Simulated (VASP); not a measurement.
Consider the following.

```
Be3CdSe4
1.0
    5.44852     0.00000     0.00000
    0.00000     5.44852     0.00000
    0.00000     0.00000     5.44852
Cd Se Be
1 4 3
Direct
  0.00000   0.00000   0.00000
  0.27276   0.27276   0.27276
  0.72724   0.72724   0.27276
  0.72724   0.27276   0.72724
  0.27276   0.72724   0.72724
  0.50000   0.50000   0.00000
  0.50000   0.00000   0.50000
  0.00000   0.50000   0.50000
```

Calculation: PBE GGA, VASP's PBE PAW potentials (set 64) (plane waves; VASP). Settings: 400 eV cut-off, Gaussian smearing of 0.050 eV, potentials Cd Se Be.

**Question.** What does the run give for the band gap (along the path) with the smallest direct gap where there is one?

**Answer.** 
The band gap (along the path) is 2.60 eV and the smallest direct gap (along the path) is 2.60 eV.

The absolute energy has meaning only against runs of the same code, potentials and settings.

The structure was generated: Be3CdSe4 was put into an ordered model structure (P-43m), which need not be its known phase. It was relaxed first.
